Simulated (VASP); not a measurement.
# V in VASP: settings compared

Aim: see how the results for V move with the level of theory and the settings. Levels: LDA, PBE, PBEsol, RPBE, revPBE. Tasks: work function.

Everything below comes from runs of VASP 6.6.1. Logs are shortened: lines on timing, memory, paths and dates and some standing lists are left out, and cuts for length are marked.

### 1 The structure

The cell holds a slab with vacuum, 8 atoms: a = 3.026 Å, b = 3.026 Å, c = 25.591 Å, α = 90.00°, β = 90.00°, γ = 90.00°.

### 2 Work function, LDA, collinear spin, ferromagnetic start

Input file INCAR:

```
SYSTEM = V
PREC     = Accurate       ! precision mode
ENCUT    = 520            ! plane-wave cutoff, eV
EDIFF    = 1E-6           ! SCF threshold, eV
ISMEAR   = -1             ! smearing method
SIGMA    = 0.05           ! smearing width, eV
LREAL    = .False.        ! projectors in reciprocal space
LASPH    = .True.         ! aspherical terms in the spheres
NELM     = 150            ! most SCF steps
ALGO     = Fast           ! electronic algorithm
ISIF     = 2              ! what is computed and relaxed
LWAVE    = .False.        ! write WAVECAR
LCHARG   = .True.         ! write CHGCAR
ISPIN    = 2              ! spin polarisation
MAGMOM   = 2 2 2 2 2 2 2 2 ! initial moments
LORBIT   = 11             ! projections on sites
LMAXMIX  = 4              ! l up to which the mixer works
LDIPOL   = .True.       
IDIPOL   = 3            
DIPOL    = 0.5 0.5 0.500
LELF     = .True.         ! ELF
LVHAR    = .True.       
LVACPOTAV= .True.
```

Input file KPOINTS:

```
Automatic mesh
0
Gamma
  7 7 1
  0 0 0
```

Input file POSCAR:

```
V
1.0
    3.0260000000      0.0000000000      0.0000000000
    0.0000000000      3.0260000000      0.0000000000
    0.0000000000      0.0000000000     25.5910000000
V
8
Direct
    0.5000000000      0.5000000000      0.2930717830
    0.0000000000      0.0000000000      0.3521941307
    0.5000000000      0.5000000000      0.4113164784
    0.0000000000      0.0000000000      0.4704388261
    0.5000000000      0.5000000000      0.5295611739
    0.0000000000      0.0000000000      0.5886835216
    0.5000000000      0.5000000000      0.6478058693
    0.0000000000      0.0000000000      0.7069282170
```

Potentials or basis: VASP PAW LDA potentials, release 64 (V_sv).

Started as:

```bash
cat potpaw_LDA.64/V_sv/POTCAR > POTCAR
mpirun -np 1 vasp_std > vasp.out
```

OUTCAR:

```text
SYSTEM = V
   PREC = Accurate
   ENCUT = 520
   EDIFF = 1E-6
   ISMEAR = -1
   LREAL = .False.
   LASPH = .True.
   NELM = 150
   ISIF = 2
   ISPIN = 2
   LORBIT = 11

 ion  position               nearest neighbor table
   1  0.500  0.500  0.293-   2 2.62   2 2.62   2 2.62   2 2.62
   2  0.000  0.000  0.352-   1 2.62   1 2.62   1 2.62   1 2.62   3 2.62   3 2.62   3 2.62   3 2.62

   3  0.500  0.500  0.411-   4 2.62   4 2.62   4 2.62   4 2.62   2 2.62   2 2.62   2 2.62   2 2.62

   4  0.000  0.000  0.470-   3 2.62   3 2.62   3 2.62   3 2.62   5 2.62   5 2.62   5 2.62   5 2.62

   5  0.500  0.500  0.530-   6 2.62   6 2.62   6 2.62   6 2.62   4 2.62   4 2.62   4 2.62   4 2.62

   6  0.000  0.000  0.589-   5 2.62   5 2.62   5 2.62   5 2.62   7 2.62   7 2.62   7 2.62   7 2.62

   7  0.500  0.500  0.648-   8 2.62   8 2.62   8 2.62   8 2.62   6 2.62   6 2.62   6 2.62   6 2.62

   8  0.000  0.000  0.707-   7 2.62   7 2.62   7 2.62   7 2.62

  LATTYP: Found a simple tetragonal cell.
 ALAT       =     3.0260000000
 C/A-ratio  =     8.4570389954

  Lattice vectors:

 A1 = (   3.0260000000,   0.0000000000,   0.0000000000)
 A2 = (   0.0000000000,   3.0260000000,   0.0000000000)
 A3 = (   0.0000000000,   0.0000000000,  25.5910000000)

Analysis of symmetry for initial positions (statically):
=====================================================================
 Subroutine PRICEL returns:
 Original cell was already a primitive cell.

 Routine SETGRP: Setting up the symmetry group for a
 simple tetragonal supercell.

 Subroutine GETGRP returns: Found 16 space group operations
 (whereof  8 operations were pure point group operations)
 out of a pool of 16 trial point group operations.

The static configuration has the point symmetry C_4v.
 The point group associated with its full space group is D_4h.

Analysis of symmetry for dynamics (positions and initial velocities):
=====================================================================
 Subroutine PRICEL returns:
 Original cell was already a primitive cell.

 Routine SETGRP: Setting up the symmetry group for a
 simple tetragonal supercell.

 Subroutine GETGRP returns: Found 16 space group operations
 (whereof  8 operations were pure point group operations)
 out of a pool of 16 trial point group operations.

The dynamic configuration has the point symmetry C_4v.
 The point group associated with its full space group is D_4h.

Analysis of structural, dynamic, and magnetic symmetry:
=====================================================================
 Subroutine PRICEL returns:
 Original cell was already a primitive cell.
[... 158 lines left out ...]
  free energy    TOTEN  =       -75.43179821 eV

  energy without entropy =      -75.34318369  energy(sigma->0) =      -75.38749095

 E-fermi :   2.3572     XC(G=0):  -7.1720

 val. band max:        2.3295138192   @ k =   0.2857   0.0000   0.0000
 cond. band min:       2.3650784716   @ k =   0.0000   0.0000   0.0000
 fundamental gap:      0.0355646524
 Fermi energy:         2.3572047804

 spin component 1

 k-point     1 :       0.0000    0.0000    0.0000
  band No.  band energies     occupation
      1     -61.1194      1.00000
      2     -61.1194      1.00000
      3     -60.6693      1.00000
      4     -60.6601      1.00000
      5     -60.5592      1.00000
      6     -60.5007      1.00000
[... 659 lines left out ...]
     63       4.7150      0.00000
     64       4.7363      0.00000
 Fermi energy:         2.3572047804

 spin component 2

 k-point     1 :       0.0000    0.0000    0.0000
  band No.  band energies     occupation
      1     -61.1193      1.00000
      2     -61.1193      1.00000
      3     -60.6694      1.00000
      4     -60.6602      1.00000
      5     -60.5593      1.00000
      6     -60.5007      1.00000
[... 659 lines left out ...]
     63       4.7141      0.00000
     64       4.7345      0.00000
 [bands above 64 left out]

------------------------ aborting loop because EDIFF is reached ----------------------------------------

  FORCE on cell =-STRESS in cart. coord.  units (eV):
  Direction    XX          YY          ZZ          XY          YZ          ZX
  --------------------------------------------------------------------------------------
  -------------------------------------------------------------------------------------
  Total      -16.2388728    -16.2388728    -13.3172003      0.0000000      0.0000000      0.0000000
  in kB     -111.0302600   -111.0302600    -91.0538701      0.0000000      0.0000000      0.0000000
  external PRESSURE =    -104.3714634 kB  Pullay stress =       0.0000000 kB

 VOLUME and BASIS-vectors are now :
 -----------------------------------------------------------------------------
  energy-cutoff  :      520.00
  volume of cell :      234.33
      direct lattice vectors                 reciprocal lattice vectors
     3.026000000  0.000000000  0.000000000     0.330469266  0.000000000  0.000000000
     0.000000000  3.026000000  0.000000000     0.000000000  0.330469266  0.000000000
     0.000000000  0.000000000 25.591000000     0.000000000  0.000000000  0.039076238

 POSITION                                       TOTAL-FORCE (eV/Angst)
 -----------------------------------------------------------------------------------
      1.51300      1.51300      7.50000         0.000000      0.000000      1.878882
      0.00000      0.00000      9.01300        -0.000000      0.000000     -0.738287
      1.51300      1.51300     10.52600         0.000000      0.000000     -0.285170
      0.00000      0.00000     12.03900         0.000000      0.000000      0.171787
      1.51300      1.51300     13.55200         0.000000      0.000000     -0.171787
      0.00000      0.00000     15.06500         0.000000      0.000000      0.285170
      1.51300      1.51300     16.57800         0.000000     -0.000000      0.738287
      0.00000      0.00000     18.09100         0.000000     -0.000000     -1.878882
 -----------------------------------------------------------------------------------
    total drift:                                0.000000     -0.000000      0.000000

  FREE ENERGIE OF THE ION-ELECTRON SYSTEM (eV)
  ---------------------------------------------------
  free  energy   TOTEN  =       -75.4317982123 eV

  energy  without entropy=      -75.3431836947  energy(sigma->0) =      -75.38749095

 vacuum level on the upper side and lower side of the slab         6.467         6.467

 total charge

# of ion       s       p       d       tot
------------------------------------------
    1        2.314   6.100   3.013  11.427
    2        2.336   6.208   3.068  11.612
    3        2.334   6.211   3.079  11.624
    4        2.336   6.208   3.085  11.629
    5        2.336   6.208   3.085  11.629
    6        2.334   6.211   3.079  11.624
    7        2.336   6.208   3.068  11.612
    8        2.314   6.100   3.013  11.427
--------------------------------------------------
tot         18.639  49.455  24.490  92.584

 magnetization (x)

# of ion       s       p       d       tot
------------------------------------------
    1        0.000  -0.000   0.000   0.000
    2       -0.000  -0.000  -0.000  -0.000
    3        0.000  -0.000   0.000   0.000
    4       -0.000  -0.000  -0.000  -0.000
    5       -0.000  -0.000  -0.000  -0.000
    6        0.000  -0.000   0.000   0.000
    7       -0.000  -0.000  -0.000  -0.000
    8        0.000  -0.000   0.000   0.000
--------------------------------------------------
tot          0.000  -0.000   0.000   0.000
```

OSZICAR:

```text
N       E                     dE             d eps       ncg     rms          rms(c)
DAV:   1     0.162807852789E+04    0.16281E+04   -0.64861E+04  3032   0.152E+03
DAV:   2    -0.156620469374E+02   -0.16437E+04   -0.16071E+04  2842   0.538E+02
DAV:   3    -0.861055318577E+02   -0.70443E+02   -0.67694E+02  3748   0.136E+02
[... 36 lines left out ...]
RMM:  40    -0.754317912981E+02   -0.64636E-05   -0.54919E-07  1922   0.160E-03    0.154E-03
RMM:  41    -0.754317947465E+02   -0.34484E-05   -0.25541E-07  1715   0.114E-03    0.107E-03
RMM:  42    -0.754317969608E+02   -0.22143E-05   -0.19910E-07  1730   0.107E-03    0.339E-04
RMM:  43    -0.754317979917E+02   -0.10308E-05   -0.12430E-07  1378   0.815E-04    0.286E-04
RMM:  44    -0.754317982123E+02   -0.22066E-06   -0.46260E-08  1176   0.679E-04
   1 F= -.75431798E+02 E0= -.75387491E+02  d E =-.886145E-01  mag=     0.0001
```

Run time: 11 min. Hardware: 1 thread of Intel Xeon Platinum 8488C (Sapphire Rapids), shared host; peak memory 0.4 GiB.

Results:

* Free energy: -75.4318 eV
* Largest force: 1.879 eV/Å
* Band gap on the k mesh: none (metal or under the smearing width)
* Net moment: 0.00 μB per cell
* Valence electrons inside the program's atomic spheres: V 11.43, 11.61, 11.62, 11.63
* Work function of the upper face: 4.11 eV
* Work function of the lower face: 4.11 eV

Forces on the atoms (eV/Å):
```
V    0.000  0.000  1.879
V    0.000  0.000 -0.738
V    0.000  0.000 -0.285
V    0.000  0.000  0.172
V    0.000  0.000 -0.172
V    0.000  0.000  0.285
V    0.000  0.000  0.738
V    0.000  0.000 -1.879
```

### 3 Work function, PBE, collinear spin, ferromagnetic start

INCAR: that of step 2 with these lines changed.

```diff
@@ -20,2 +20,3 @@
 DIPOL    = 0.5 0.5 0.500
+GGA      = PE             ! functional
 LELF     = .True.         ! ELF
```

KPOINTS is that of step 2.

POSCAR is that of step 2.

Potentials or basis: VASP PAW PBE potentials, release 64 (V_sv).

Started as:

```bash
cat potpaw_PBE.64/V_sv/POTCAR > POTCAR
mpirun -np 1 vasp_std > vasp.out
```

OUTCAR:

```text
SYSTEM = V
   PREC = Accurate
   ENCUT = 520
   EDIFF = 1E-6
   ISMEAR = -1
   LREAL = .False.
   LASPH = .True.
   NELM = 150
   ISIF = 2
   ISPIN = 2
   LORBIT = 11
   GGA = PE

 ion  position               nearest neighbor table
   1  0.500  0.500  0.293-   2 2.62   2 2.62   2 2.62   2 2.62
   2  0.000  0.000  0.352-   1 2.62   1 2.62   1 2.62   1 2.62   3 2.62   3 2.62   3 2.62   3 2.62

   3  0.500  0.500  0.411-   4 2.62   4 2.62   4 2.62   4 2.62   2 2.62   2 2.62   2 2.62   2 2.62

   4  0.000  0.000  0.470-   3 2.62   3 2.62   3 2.62   3 2.62   5 2.62   5 2.62   5 2.62   5 2.62

   5  0.500  0.500  0.530-   6 2.62   6 2.62   6 2.62   6 2.62   4 2.62   4 2.62   4 2.62   4 2.62

   6  0.000  0.000  0.589-   5 2.62   5 2.62   5 2.62   5 2.62   7 2.62   7 2.62   7 2.62   7 2.62

[... 1590 lines left out ...]
      1.51300      1.51300     16.57800        -0.000000     -0.000000      0.775194
      0.00000      0.00000     18.09100         0.000000     -0.000000     -1.208856
 -----------------------------------------------------------------------------------
    total drift:                                0.000000     -0.000000      0.000000

  FREE ENERGIE OF THE ION-ELECTRON SYSTEM (eV)
  ---------------------------------------------------
  free  energy   TOTEN  =       -68.9565913202 eV

  energy  without entropy=      -68.8630524179  energy(sigma->0) =      -68.90982187

 vacuum level on the upper side and lower side of the slab         6.411         6.411

 total charge

# of ion       s       p       d       tot
------------------------------------------
    1        2.310   6.104   2.993  11.407
    2        2.332   6.211   3.045  11.588
    3        2.330   6.214   3.055  11.599
    4        2.333   6.211   3.060  11.604
    5        2.333   6.211   3.060  11.604
    6        2.330   6.214   3.055  11.599
    7        2.332   6.211   3.045  11.588
    8        2.310   6.104   2.993  11.407
--------------------------------------------------
tot         18.611  49.481  24.305  92.397

 magnetization (x)

# of ion       s       p       d       tot
------------------------------------------
    1        0.006  -0.000   0.420   0.425
    2       -0.002  -0.005  -0.156  -0.163
    3       -0.001  -0.005  -0.084  -0.090
    4       -0.000  -0.003  -0.035  -0.039
    5       -0.000  -0.003  -0.035  -0.039
    6       -0.001  -0.005  -0.084  -0.090
    7       -0.002  -0.005  -0.156  -0.163
    8        0.006  -0.000   0.420   0.425
--------------------------------------------------
tot          0.004  -0.026   0.290   0.267
```

OSZICAR:

```text
N       E                     dE             d eps       ncg     rms          rms(c)
DAV:   1     0.162304391129E+04    0.16230E+04   -0.65244E+04  3040   0.152E+03
[... 13 lines left out ...]
RMM:  64    -0.689566132003E+02    0.14947E-04   -0.39597E-05  3516   0.137E-02    0.214E-02
RMM:  65    -0.689566040641E+02    0.91362E-05   -0.35653E-05  3473   0.104E-02    0.213E-02
RMM:  66    -0.689565879022E+02    0.16162E-04   -0.63831E-05  3657   0.146E-02    0.238E-02
RMM:  67    -0.689565630528E+02    0.24849E-04   -0.13106E-04  3796   0.202E-02    0.264E-02
RMM:  68    -0.689565873484E+02   -0.24296E-04   -0.61531E-05  3601   0.191E-02    0.172E-02
RMM:  69    -0.689565906754E+02   -0.33270E-05   -0.84448E-06  2766   0.503E-03    0.189E-02
RMM:  70    -0.689565913202E+02   -0.64478E-06   -0.12338E-06  1767   0.230E-03
   1 F= -.68956591E+02 E0= -.68909822E+02  d E =-.935389E-01  mag=     0.3349
```

Run time: 20 min. Hardware: 1 thread of Intel Xeon Platinum 8488C (Sapphire Rapids), shared host; peak memory 0.53 GiB.

What came out:

```
Free energy                                           : -68.9566 eV
Largest force                                         : 1.209 eV/Å
Band gap on the k mesh                                : none (metal or under the smearing width)
Net moment                                            : 0.33 μB per cell
Site moments                                          : V +0.42, -0.16, -0.09, -0.04 μB
Valence electrons inside the program's atomic spheres : V 11.41, 11.59, 11.60
Work function of the upper face                       : 3.77 eV
Work function of the lower face                       : 3.77 eV
```

Forces in eV/Å, atoms in the order of the input:
```
V    0.000  0.000  1.209
V    0.000  0.000 -0.775
V    0.000  0.000 -0.277
V    0.000  0.000  0.164
V    0.000  0.000 -0.164
V    0.000  0.000  0.277
V    0.000  0.000  0.775
V    0.000  0.000 -1.209
```

(Continued in part 2 of 3.)
